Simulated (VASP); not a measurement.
# BePd (Pm-3m) in VASP: further runs

The runs below take BePd through single point, with LDA.

All numbers are computed with VASP 6.6.1; they aren't measurements. Logs are shortened: lines on timing, memory, paths and dates and some standing lists are left out, and cuts for length are marked.

### Step 1. Starting point

The structure is cubic, space group Pm-3m (No. 221). The conventional cell has a = 2.696 Å, b = 2.696 Å, c = 2.696 Å, α = 90.00°, β = 90.00°, γ = 90.00°. Around Be (site symmetry m-3m) lie 8 Pd at 2.33 Å. Pd (site symmetry m-3m) has 8 Be at 2.33 Å as nearest neighbours.

### Step 2. Single point, LDA

Input file INCAR:

```
SYSTEM = BePd
ALGO = Fast
EDIFF = 1E-6
ENCUT = 520
GGA = CA
ISIF = 2
ISMEAR = -1
LASPH = .TRUE.
LCHARG = .TRUE.
LELF = .TRUE.
LREAL = .FALSE.
LVHAR = .TRUE.
LWAVE = .FALSE.
NBANDS = 13
NELM = 100
PREC = Accurate
SIGMA = 0.2
```

Input file KPOINTS:

```
k-points
0
G
  8 8 8
  0 0 0
```

Input file POSCAR:

```
BePd
1.0
    2.6956528116      0.0000000000      0.0000000000
    0.0000000000      2.6956528116      0.0000000000
    0.0000000000      0.0000000000      2.6956528116
Be Pd
1 1
Direct
    0.0000000000      0.0000000000      0.0000000000
    0.5000000000      0.5000000000      0.5000000000
```

Potentials or basis: VASP PAW LDA potentials, release 64 (Be, Pd).

On the command line:

```
cat potpaw_LDA.64/Be/POTCAR potpaw_LDA.64/Pd/POTCAR > POTCAR
mpirun -np 1 vasp_std > vasp.out
```

OUTCAR:

```text
SYSTEM = BePd
   EDIFF = 1E-6
   ENCUT = 520
   GGA = CA
   ISIF = 2
   ISMEAR = -1
   LASPH = .TRUE.
   LREAL = .FALSE.
   NELM = 100
   PREC = Accurate

 ion  position               nearest neighbor table
   1  0.000  0.000  0.000-   2 2.33   2 2.33   2 2.33   2 2.33   2 2.33   2 2.33   2 2.33   2 2.33

   2  0.500  0.500  0.500-   1 2.33   1 2.33   1 2.33   1 2.33   1 2.33   1 2.33   1 2.33   1 2.33

  LATTYP: Found a simple cubic cell.
 ALAT       =     2.6956528116

  Lattice vectors:

 A1 = (   2.6956528116,   0.0000000000,   0.0000000000)
 A2 = (   0.0000000000,   2.6956528116,   0.0000000000)
 A3 = (   0.0000000000,   0.0000000000,   2.6956528116)

Analysis of symmetry for initial positions (statically):
=====================================================================
 Subroutine PRICEL returns:
 Original cell was already a primitive cell.

 Routine SETGRP: Setting up the symmetry group for a
 simple cubic supercell.

 Subroutine GETGRP returns: Found 48 space group operations
 (whereof 48 operations were pure point group operations)
 out of a pool of 48 trial point group operations.

The static configuration has the point symmetry O_h .

Analysis of symmetry for dynamics (positions and initial velocities):
=====================================================================
 Subroutine PRICEL returns:
 Original cell was already a primitive cell.

 Routine SETGRP: Setting up the symmetry group for a
 simple cubic supercell.

 Subroutine GETGRP returns: Found 48 space group operations
 (whereof 48 operations were pure point group operations)
 out of a pool of 48 trial point group operations.

The dynamic configuration has the point symmetry O_h .

 Subroutine INISYM returns: Found 48 space group operations
 (whereof 48 operations are pure point group operations),
 and found     1 'primitive' translations

----------------------------------------------------------------------------------------

                                     Primitive cell

  volume of cell :      19.5881

  direct lattice vectors                    reciprocal lattice vectors
     2.695652812  0.000000000  0.000000000     0.370967654  0.000000000  0.000000000
     0.000000000  2.695652812  0.000000000     0.000000000  0.370967654  0.000000000
     0.000000000  0.000000000  2.695652812     0.000000000  0.000000000  0.370967654

  length of vectors
     2.695652812  2.695652812  2.695652812     0.370967654  0.370967654  0.370967654

  position of ions in fractional coordinates (direct lattice)
     0.000000000  0.000000000  0.000000000
     0.500000000  0.500000000  0.500000000

  ion indices of the primitive-cell ions
   primitive index   ion index
                 1           1
                 2           2

----------------------------------------------------------------------------------------

 KPOINTS: k-points

Automatic generation of k-mesh.
 Grid dimensions read from file:
 generate k-points for:    8    8    8

 Generating k-lattice:

  Cartesian coordinates                     Fractional coordinates (reciprocal lattice)
     0.046370957  0.000000000  0.000000000     0.125000000  0.000000000  0.000000000
     0.000000000  0.046370957  0.000000000     0.000000000  0.125000000  0.000000000
     0.000000000  0.000000000  0.046370957     0.000000000  0.000000000  0.125000000

  Length of vectors
     0.046370957  0.046370957  0.046370957

  Shift w.r.t. Gamma in fractional coordinates (k-lattice)
     0.000000000  0.000000000  0.000000000

 Subroutine IBZKPT returns following result:
 ===========================================

 Found     35 irreducible k-points:

 Following reciprocal coordinates:
            Coordinates               Weight
  0.000000  0.000000  0.000000      1.000000
  0.125000  0.000000  0.000000      6.000000
  0.250000  0.000000  0.000000      6.000000
  0.375000  0.000000  0.000000      6.000000
  0.500000  0.000000  0.000000      3.000000
  0.125000  0.125000  0.000000     12.000000
[... 16 lines left out ...]
  0.375000  0.375000  0.125000     24.000000
  0.500000  0.375000  0.125000     24.000000
 [... further k-points ...]
   k-points           NKPTS =     35   k-points in BZ     NKDIM =     35   number of bands    NBANDS=     13
   number of dos      NEDOS =    301   number of ions     NIONS =      2
   total plane-waves  NPLWV =   8000
   dimension x,y,z NGX =    20 NGY =   20 NGZ =   20
   dimension x,y,z NGXF=    40 NGYF=   40 NGZF=   40
   ions per type =               1   1
   NGX,Y,Z   is equivalent  to a cutoff of  12.33, 12.33, 12.33 a.u.
   NGXF,Y,Z  is equivalent  to a cutoff of  24.67, 24.67, 24.67 a.u.
 SYSTEM =  BePd
   PREC   = accura    normal or accurate (medium, high low for compatibility)
   ISTART =      0    job   : 0-new  1-cont  2-samecut
   ICHARG =      2    charge: 1-file 2-atom 10-const
   ISPIN  =      1    spin polarized calculation?
   LNONCOLLINEAR =      F non collinear calculations
   LSORBIT =      F    spin-orbit coupling
   LASPH  =      T    aspherical Exc in radial PAW
   ENCUT  =  520.0 eV  38.22 Ry    6.18 a.u.   5.01  5.01  5.01*2*pi/ulx,y,z
   NELM   =    100;   NELMIN=  2; NELMDL= -5     # of ELM steps
   EDIFF  = 0.1E-05   stopping-criterion for ELM
   LREAL  =      F    real-space projection
   EDIFFG = 0.1E-04   stopping-criterion for IOM
   NSW    =      0    number of steps for IOM
   IBRION =     -1    ionic relax: 0-MD 1-quasi-New 2-CG
   NFREE  =      0    steps in history (QN), initial steepest desc. (CG)
   ISIF   =      2    stress and relaxation
   ISYM   =      2    0-nonsym 1-usesym 2-fastsym
   POTIM  = 0.5000    time-step for ionic-motion
   TEBEG  =    0.0;   TEEND  =   0.0 temperature during run
   PSTRESS=    0.0 pullay stress
   NELECT =      12.0000    total number of electrons
   NUPDOWN=      -1.0000    fix difference up-down
   EMIN   =  10.00;   EMAX   =-10.00  energy-range for DOS
   EFERMI =   0.00;   METHOD = LEGACY
   ISMEAR =    -1;   SIGMA  =   0.20  broadening in eV -4-tet -1-fermi 0-gaus
   EFERMI_NEDOS =   21; number of points for ismear=-14 and -15
   IALGO  =     68    algorithm
   IMIX   =      4    mixing-type and parameters
     AMIX     =   0.40;   BMIX     =  1.00
     AMIX_MAG =   1.60;   BMIX_MAG =  1.00
  volume/ion in A,a.u.               =       9.79        66.09
  Fermi-wavevector in a.u.,A,eV,Ry     =   1.390394  2.627464 26.302730  1.933196
  Thomas-Fermi vector in A             =   2.514333
   LORBIT       =      0    0 simple, 1 ext, 2 COOP (PROOUT), +10 PAW based schemes
   GGA     = CA    functional components
   LHFCALC =     F    Hartree Fock is set to
   AEXX    =    0.0000 exact exchange contribution
   IVDW    =     0    specifies the selected vdW correction
   LEPSILON=     F    determine dielectric tensor
   LRPA    =     F    only Hartree local field effects (RPA)
 non-spin polarized calculation
 RMM-DIIS sequential band-by-band and
  energy-cutoff  :      520.00
  volume of cell :       19.59
 maximum number of plane-waves:       552
   NGX = 11   NGY = 11   NGZ = 11

 number of electron      11.9999995 magnetization

 Free energy of the ion-electron system (eV)
  ---------------------------------------------------
  ext. energy  EPLUGINS =         0.00000000
  ---------------------------------------------------
  free energy    TOTEN  =       -11.88700435 eV

  energy without entropy =      -11.82118515  energy(sigma->0) =      -11.85409475

 E-fermi :  11.6975     XC(G=0): -13.2572

 val. band max:       11.6540627162   @ k =   0.5000   0.2500   0.0000
 cond. band min:      11.8176100506   @ k =   0.5000   0.1250   0.0000
 fundamental gap:      0.1635473344
 Fermi energy:        11.6975433100

 k-point     1 :       0.0000    0.0000    0.0000
  band No.  band energies     occupation
      1       1.0857      2.00000
      2       5.1013      2.00000
      3       5.1013      2.00000
      4       9.1313      1.99999
      5       9.1313      1.99999
      6       9.1313      1.99999
      7      17.1808      0.00000
      8      17.1808      0.00000
      9      17.1808      0.00000
     10      27.1304      0.00000
     11      27.1304      0.00000
     12      30.8293      0.00000
     13      36.0352      0.00000

 k-point     2 :       0.1250    0.0000    0.0000
  band No.  band energies     occupation
      1       1.4076      2.00000
      2       5.1816      2.00000
      3       5.2970      2.00000
      4       8.7727      2.00000
      5       8.7727      2.00000
      6       9.1570      1.99999
      7      16.1561      0.00000
      8      17.8325      0.00000
      9      17.8325      0.00000
     10      26.4115      0.00000
     11      28.1061      0.00000
     12      30.9555      0.00000
     13      35.3097      0.00000

 k-point     3 :       0.2500    0.0000    0.0000
  band No.  band energies     occupation
      1       2.2426      2.00000
      2       5.3825      2.00000
      3       5.8146      2.00000
      4       8.0420      2.00000
      5       8.0420      2.00000
      6       9.2198      1.99999
      7      14.1862      0.00001
      8      19.4440      0.00000
      9      19.4440      0.00000
     10      24.9431      0.00000
     11      28.7717      0.00000
     12      31.7086      0.00000
     13      32.1034      0.00000

 k-point     4 :       0.3750    0.0000    0.0000
  band No.  band energies     occupation
      1       3.2027      2.00000
      2       5.5951      2.00000
      3       6.3956      2.00000
      4       7.4341      2.00000
      5       7.4341      2.00000
      6       9.2834      1.99999
      7      12.5137      0.03323
      8      21.4438      0.00000
      9      21.4438      0.00000
     10      23.7035      0.00000
     11      28.5967      0.00000
     12      28.9545      0.00000
     13      28.9545      0.00000

 k-point     5 :       0.5000    0.0000    0.0000
  band No.  band energies     occupation
      1       3.6635      2.00000
      2       5.6869      2.00000
      3       6.6451      2.00000
      4       7.2073      2.00000
      5       7.2073      2.00000
      6       9.3100      1.99999
      7      11.8523      0.63141
      8      22.7152      0.00000
      9      22.7152      0.00000
     10      23.2337      0.00000
     11      27.2964      0.00000
     12      27.2964      0.00000
     13      28.5376      0.00000
[... 257 lines left out ...]
 k-point    22 :       0.5000    0.2500    0.1250
  band No.  band energies     occupation
      1       4.7624      2.00000
      2       5.2774      2.00000
      3       6.5289      2.00000
      4       6.8028      2.00000
      5       8.3378      2.00000
      6       9.9670      1.99965
      7      11.8795      0.57411
      8      19.6596      0.00000
      9      20.8680      0.00000
     10      21.6884      0.00000
     11      26.7260      0.00000
     12      27.8976      0.00000
     13      30.6324      0.00000

 k-point    23 :       0.3750    0.3750    0.1250
  band No.  band energies     occupation
      1       4.2555      2.00000
      2       5.7577      2.00000
      3       6.7933      2.00000
      4       7.0716      2.00000
      5       8.7549      2.00000
      6       9.3508      1.99998
      7      12.7789      0.00893
      8      18.3441      0.00000
      9      20.4374      0.00000
     10      20.6387      0.00000
     11      27.2615      0.00000
     12      27.9580      0.00000
     13      32.1614      0.00000

 k-point    24 :       0.5000    0.3750    0.1250
  band No.  band energies     occupation
      1       4.1071      2.00000
      2       6.0359      2.00000
      3       6.6272      2.00000
      4       7.0395      2.00000
      5       9.0374      2.00000
      6      10.6535      1.98924
      7      11.6283      1.17147
      8      18.9817      0.00000
      9      19.1362      0.00000
     10      20.4496      0.00000
     11      27.1382      0.00000
     12      27.2675      0.00000
     13      33.5719      0.00000

 [... further k-points ...]

------------------------ aborting loop because EDIFF is reached ----------------------------------------

  FORCE on cell =-STRESS in cart. coord.  units (eV):
  Direction    XX          YY          ZZ          XY          YZ          ZX
  --------------------------------------------------------------------------------------
  -------------------------------------------------------------------------------------
  Total        2.7425701      2.7425701      2.7425701      0.0000000      0.0000000      0.0000000
  in kB      224.3243691    224.3243691    224.3243691      0.0000000      0.0000000      0.0000000
  external PRESSURE =     224.3243691 kB  Pullay stress =       0.0000000 kB

 VOLUME and BASIS-vectors are now :
 -----------------------------------------------------------------------------
  energy-cutoff  :      520.00
  volume of cell :       19.59
      direct lattice vectors                 reciprocal lattice vectors
     2.695652812  0.000000000  0.000000000     0.370967654  0.000000000  0.000000000
     0.000000000  2.695652812  0.000000000     0.000000000  0.370967654  0.000000000
     0.000000000  0.000000000  2.695652812     0.000000000  0.000000000  0.370967654

 POSITION                                       TOTAL-FORCE (eV/Angst)
 -----------------------------------------------------------------------------------
      0.00000      0.00000      0.00000         0.000000      0.000000      0.000000
      1.34783      1.34783      1.34783         0.000000      0.000000      0.000000
 -----------------------------------------------------------------------------------
    total drift:                               -0.000000      0.000000     -0.000000

  FREE ENERGIE OF THE ION-ELECTRON SYSTEM (eV)
  ---------------------------------------------------
  free  energy   TOTEN  =       -11.8870043521 eV

  energy  without entropy=      -11.8211851504  energy(sigma->0) =      -11.85409475
```

Run time: 6.2 s. Hardware: 1 thread of AMD EPYC 7R13 (Zen 3), shared host; peak memory 0.09 GiB.

Results:

| Property | Result |
| --- | --- |
| Free energy | -11.8870 eV |
| Pressure | 22.4 GPa |
| Band gap on the k mesh | none (metal or under the smearing width) |

Caveat: so large a pressure means that the cell lies far from this level's equilibrium, or that cutoff or potentials fall short.

### Step 3. Single point, LDA

This run uses another cell than the first one, of 11.13 Å³/atom, 1.136 times its volume.

Input file INCAR:

```
SYSTEM = BePd
ALGO     = Normal         ! electronic algorithm
EDIFF    = 1E-7           ! SCF threshold, eV
ENCUT    = 520            ! plane-wave cutoff, eV
ISIF     = 2              ! what is computed and relaxed
ISMEAR   = -1             ! smearing method
LASPH    = .True.         ! aspherical terms in the spheres
LCHARG   = .True.         ! write CHGCAR
LELF     = .True.         ! ELF
LREAL    = .False.        ! projectors in reciprocal space
LVHAR    = .True.       
LWAVE    = .False.        ! write WAVECAR
NBANDS   = 13             ! bands
NELM     = 80             ! most SCF steps
PREC     = Accurate       ! precision mode
SIGMA    = 0.2            ! smearing width, eV
```

Input file KPOINTS:

```
k-points
0
Gamma
  8 8 8
  0 0 0
```

Input file POSCAR:

```
BePd
1.0
    2.8130000000      0.0000000000      0.0000000000
    0.0000000000      2.8130000000      0.0000000000
    0.0000000000      0.0000000000      2.8130000000
Be Pd
1 1
Direct
    0.0000000000      0.0000000000      0.0000000000
    0.5000000000      0.5000000000      0.5000000000
```

Potentials or basis: VASP PAW LDA potentials, release 64 (Be, Pd).

On the command line:

```
cat potpaw_LDA.64/Be/POTCAR potpaw_LDA.64/Pd/POTCAR > POTCAR
mpirun -np 1 vasp_std > vasp.out
```

Wall time 8.3 s (1 thread of AMD EPYC 7R13 (Zen 3), shared host); peak memory 0.1 GiB.

Results (log left out):

```yaml
Free_energy: -11.9853 eV
Pressure: -7.3 GPa
Band_gap_on_the_k_mesh: none (metal or under the smearing width)
```

Levels at points of the mesh, in eV from the Fermi level:
```csv
k point,band 3,band 4,band 5,band 6,band 7,band 8,band 9,band 10
"(0.00, 0.00, 0.00)",-5.52,-2.24,-2.24,-2.24,5.38,5.38,5.38,14.49
"(0.50, 0.00, 0.00)",-4.54,-3.80,-3.80,-2.10,0.07,10.18,10.18,11.58
"(0.50, 0.50, 0.00)",-3.26,-3.26,-1.76,-1.76,-1.20,5.52,6.20,8.74
"(0.50, 0.50, 0.50)",-6.31,-1.13,-1.13,4.88,5.66,5.66,5.66,6.81
```

(Continued in part 2 of 2.)
